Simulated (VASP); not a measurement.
Here is the system:

```
CELL_PARAMETERS angstrom
      5.43740     0.00000     0.00000
     -2.71870     4.70893     0.00000
      0.00000     0.00000     4.31294
ATOMIC_POSITIONS crystal
  Ge 0.66667 0.33333 0.25000
  Ge 0.33333 0.66667 0.75000
  Rh 0.33333 0.16667 0.75000
  Rh 0.66667 0.83333 0.25000
  Rh 0.16667 0.33333 0.25000
  Rh 0.83333 0.66667 0.75000
  Rh 0.83333 0.16667 0.75000
  Rh 0.16667 0.83333 0.25000
```

These are r2SCAN meta-GGA, VASP's PBE PAW potentials (set 64) (plane waves; VASP) values and carry that method's errors. Numerical set-up: 400 eV cut-off, 7×7×8 Γ-centred mesh, tetrahedra with Blöchl corrections, potentials Ge_d Rh_pv.

Question: Give the energies of bands 53 to 66 at the high-symmetry points, in eV from the Fermi level.

Answer: 
| band | Γ | M | K | A | L | H |
|---|---|---|---|---|---|---|
| 53 | -1.19 | -1.33 | -1.13 | -1.56 | -1.66 | -1.55 |
| 54 | -0.77 | -1.14 | -1.13 | -1.56 | -1.66 | -1.55 |
| 55 | -0.77 | -1.10 | -0.95 | -0.52 | -1.14 | -0.89 |
| 56 | -0.64 | -1.06 | -0.78 | -0.52 | -1.14 | -0.89 |
| 57 | -0.64 | -0.75 | -0.78 | -0.52 | -0.58 | -0.62 |
| 58 | -0.09 | -0.60 | -0.70 | -0.52 | -0.58 | -0.62 |
| 59 | 0.18 | -0.47 | -0.27 | -0.14 | 0.02 | 0.01 |
| 60 | 0.62 | 0.60 | -0.27 | -0.14 | 0.02 | 0.01 |
| 61 | 0.98 | 0.74 | 0.70 | 0.84 | 0.42 | 0.33 |
| 62 | 0.99 | 1.69 | 2.01 | 0.84 | 0.42 | 0.33 |
| 63 | 1.78 | 2.43 | 2.01 | 0.94 | 1.19 | 0.39 |
| 64 | 1.78 | 3.00 | 3.44 | 0.94 | 1.19 | 0.39 |
| 65 | 2.16 | 3.34 | 4.20 | 0.94 | 2.17 | 3.82 |
| 66 | 2.16 | 3.66 | 4.20 | 0.94 | 2.17 | 3.82 |

It has no gap at this level: it comes out as a metal or semimetal.

The structure comes from a computed database's GeRh3 entry (P6_3/mmc); how it stands against other phases isn't given here. It was relaxed first.
